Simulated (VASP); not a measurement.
Given:

```
Be3ZnSe4
1.0
    5.32247     0.00000     0.00000
    0.00000     5.32247     0.00000
    0.00000     0.00000     5.32247
Zn Se Be
1 4 3
Cartesian
  5.32247   0.00000   5.32247
  1.39874   1.39874   1.39874
  3.92373   3.92373   1.39874
  3.92373   1.39874   3.92373
  1.39874   3.92373   3.92373
  2.66124   2.66124   5.32247
  2.66124   0.00000   2.66124
  5.32247   2.66124   2.66124
```

Computed with PBE GGA, VASP's PBE PAW potentials (set 64) (plane waves; VASP). Run with 400 eV cut-off, Gaussian smearing of 0.050 eV, potentials Zn Se Be.

**Question.** Give the energies of bands 12 to 25 at the high-symmetry points, in eV from the valence-band maximum.

**Answer.** 
| band | Γ | X | M | R |
|---|---|---|---|---|
| 12 | -4.71 | -3.61 | -4.22 | -5.36 |
| 13 | -2.59 | -3.28 | -4.02 | -5.36 |
| 14 | -2.59 | -3.12 | -3.08 | -1.40 |
| 15 | -2.59 | -3.12 | -2.89 | -1.40 |
| 16 | -2.41 | -3.09 | -2.85 | -1.20 |
| 17 | -2.41 | -2.61 | -2.85 | -1.20 |
| 18 | -2.41 | -1.74 | -1.59 | -1.20 |
| 19 | 0.00 | -1.74 | -1.08 | -0.57 |
| 20 | 0.00 | -1.15 | -0.79 | -0.57 |
| 21 | 0.00 | -1.15 | -0.79 | -0.57 |
| 22 | 2.75 | 3.52 | 4.50 | 3.09 |
| 23 | 2.75 | 4.04 | 4.62 | 3.81 |
| 24 | 2.75 | 4.96 | 4.62 | 3.81 |
| 25 | 2.94 | 5.14 | 5.30 | 3.81 |

The gap is direct, 2.75 eV, from the valence maximum at Γ to the conduction minimum at Γ.

The structure was generated: Be3ZnSe4 was put into an ordered model structure (P-43m), which need not be its known phase. It was relaxed first.
